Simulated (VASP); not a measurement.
All values below come from r2SCAN meta-GGA, VASP's PBE PAW potentials (set 64) (plane waves; VASP 6.6.1).

VASP ran on this input.

File KPOINTS:
```
Automatic mesh
0
Gamma
 11 11 11
```

**INCAR**
```
! general
SYSTEM =Pb
PREC   =Accurate
ENCUT  =480   ! plane-wave cut-off (eV)
LREAL  =F   ! projection in real space or not
LASPH  =T   ! aspherical one-centre terms

! electronic loop
EDIFF  =1E-6   ! SCF stop (eV)
NELM   =100   ! most electronic steps
ALGO   =Normal   ! blocked Davidson
LMAXMIX=4   ! l cut-off of mixed one-centre charges
LMIXTAU=T

! smearing
ISMEAR =1
SIGMA  =0.1   ! width (eV)

! functional
METAGGA=R2SCAN

! ions
IBRION =2
NSW    =60   ! most ionic steps
ISIF   =3   ! ions, shape and volume
EDIFFG =-0.01

! output
LWAVE  =F
LCHARG =F
```

File POSCAR:
```
Pb
1
    0.0000000000     2.4750000000     2.4750000000
    2.4750000000     0.0000000000     2.4750000000
    2.4750000000     2.4750000000     0.0000000000
Pb
1
Direct
  0.0000000000   0.0000000000   0.0000000000
```

POTCAR, in this order: Pb_d (PBE.64 set). Program: vasp_std.

The run wrote:

File OSZICAR:
```
       N       E                     dE             d eps       ncg     rms          rms(c)
DAV:   1     0.485853153754E+02    0.48585E+02   -0.71543E+03  1246   0.142E+03
DAV:   2    -0.550018436777E+02   -0.10359E+03   -0.10142E+03  1238   0.332E+02
DAV:   3    -0.596326640189E+02   -0.46308E+01   -0.46077E+01  1504   0.814E+01
DAV:   4    -0.597401274231E+02   -0.10746E+00   -0.10743E+00  1478   0.136E+01
DAV:   5    -0.597449696296E+02   -0.48422E-02   -0.48420E-02  1534   0.265E+00    0.105E+00
DAV:   6    -0.561444734749E+02    0.36005E+01   -0.15501E+00  1427   0.298E+01    0.710E-01
DAV:   7    -0.562633479166E+02   -0.11887E+00   -0.81132E-02  1388   0.542E+00    0.355E-01
DAV:   8    -0.562452622532E+02    0.18086E-01   -0.82826E-02  1238   0.271E+00    0.104E-01
DAV:   9    -0.562776958425E+02   -0.32434E-01   -0.23696E-02  1283   0.219E+00    0.123E-01
DAV:  10    -0.562784182434E+02   -0.72240E-03   -0.69715E-04  1469   0.313E-01    0.113E-01
DAV:  11    -0.562808984607E+02   -0.24802E-02   -0.53253E-03  1280   0.108E+00    0.112E-02
DAV:  12    -0.562808109785E+02    0.87482E-04   -0.42692E-04  1289   0.330E-01    0.266E-02
DAV:  13    -0.562808500520E+02   -0.39073E-04   -0.99224E-05  1454   0.193E-01    0.111E-02
DAV:  14    -0.562810174031E+02   -0.16735E-03   -0.10757E-04  1262   0.125E-01    0.467E-03
DAV:  15    -0.562810258722E+02   -0.84691E-05   -0.15676E-05  1391   0.396E-02    0.388E-03
DAV:  16    -0.562810258550E+02    0.17167E-07   -0.44605E-07   803   0.612E-03
   1 F= -.56281026E+02 E0= -.56281016E+02  d E =-.562810E+02
       N       E                     dE             d eps       ncg     rms          rms(c)
DAV:   1    -0.564519678806E+02   -0.17094E+00   -0.54720E+00  1481   0.550E+01    0.215E+00
DAV:   2    -0.562964797829E+02    0.15549E+00   -0.29672E-01  1445   0.118E+01    0.807E-01
DAV:   3    -0.562795131192E+02    0.16967E-01   -0.99295E-02  1697   0.647E+00    0.634E-02
DAV:   4    -0.562830595128E+02   -0.35464E-02   -0.15677E-03  1244   0.514E-01    0.524E-02
DAV:   5    -0.562817519875E+02    0.13075E-02   -0.11376E-03  1235   0.422E-01    0.228E-02
DAV:   6    -0.562830952655E+02   -0.13433E-02   -0.11465E-03  1274   0.379E-01    0.137E-02
DAV:   7    -0.562833421143E+02   -0.24685E-03   -0.45259E-05  1320   0.823E-02    0.936E-03
DAV:   8    -0.562833634848E+02   -0.21370E-04   -0.70345E-05  1277   0.124E-01    0.251E-03
DAV:   9    -0.562833965993E+02   -0.33115E-04   -0.26427E-05  1241   0.775E-02    0.113E-03
DAV:  10    -0.562833962712E+02    0.32812E-06   -0.13913E-07   844   0.552E-03
   2 F= -.56283396E+02 E0= -.56283413E+02  d E =-.237042E-02
       N       E                     dE             d eps       ncg     rms          rms(c)
DAV:   1    -0.562955342444E+02   -0.12138E-01   -0.36634E-01  1475   0.136E+01    0.573E-01
DAV:   2    -0.562845480009E+02    0.10986E-01   -0.20724E-02  1442   0.320E+00    0.211E-01
DAV:   3    -0.562834473187E+02    0.11007E-02   -0.64174E-03  1638   0.167E+00    0.154E-02
DAV:   4    -0.562837077095E+02   -0.26039E-03   -0.12257E-04  1247   0.145E-01    0.124E-02
DAV:   5    -0.562836360569E+02    0.71653E-04   -0.73932E-05  1235   0.101E-01    0.592E-03
DAV:   6    -0.562837103745E+02   -0.74318E-04   -0.68267E-05  1286   0.837E-02    0.376E-03
DAV:   7    -0.562837248879E+02   -0.14513E-04   -0.20917E-06  1307   0.158E-02    0.289E-03
DAV:   8    -0.562837317618E+02   -0.68739E-05   -0.59711E-06  1265   0.358E-02    0.684E-04
DAV:   9    -0.562837321349E+02   -0.37308E-06   -0.14325E-06  1241   0.168E-02
   3 F= -.56283732E+02 E0= -.56283748E+02  d E =-.270628E-02
```

### OUTCAR
```
------------------------ aborting loop because EDIFF is reached ----------------------------------------
  FORCE on cell =-STRESS in cart. coord.  units (eV):
  Direction    XX          YY          ZZ          XY          YZ          ZX
  --------------------------------------------------------------------------------------
  Total        0.0016939      0.0016939      0.0016939      0.0000000     -0.0000000      0.0000000
  in kB        0.0873815      0.0873815      0.0873815      0.0000000     -0.0000000      0.0000000
  external PRESSURE =       0.0873815 kB  Pullay stress =       0.0000000 kB
  volume of cell :       31.06
      direct lattice vectors                 reciprocal lattice vectors
     0.000000000  2.494893239  2.494893239    -0.200409377  0.200409377  0.200409377
     2.494893239 -0.000000000  2.494893239     0.200409377 -0.200409377  0.200409377
     2.494893239  2.494893239  0.000000000     0.200409377  0.200409377 -0.200409377
 POSITION                                       TOTAL-FORCE (eV/Angst)
 -----------------------------------------------------------------------------------
      0.00000      0.00000      0.00000         0.000000      0.000000     -0.000000
 -----------------------------------------------------------------------------------
    total drift:                               -0.000000     -0.000000     -0.000000
  FREE ENERGIE OF THE ION-ELECTRON SYSTEM (eV)
  ---------------------------------------------------
  free  energy   TOTEN  =       -56.2837321349 eV

  energy  without entropy=      -56.2837807582  energy(sigma->0) =      -56.28374834

 reached required accuracy - stopping structural energy minimisation
```
(Selected blocks of OUTCAR.)

### CONTCAR
```
Pb
   1.00000000000000
     0.0000000000000000    2.4948932385083542    2.4948932385083542
     2.4948932385083542   -0.0000000000000000    2.4948932385083542
     2.4948932385083542    2.4948932385083542    0.0000000000000000
  Pb
     1
Direct
     0.0000000000000000    0.0000000000000000    0.0000000000000000
```

Energy and stress use the plane-wave basis of the starting cell.

The compound is Pb in the fcc structure. This run relaxes it. Symmetry was kept, so distortions that lower it aren't found.
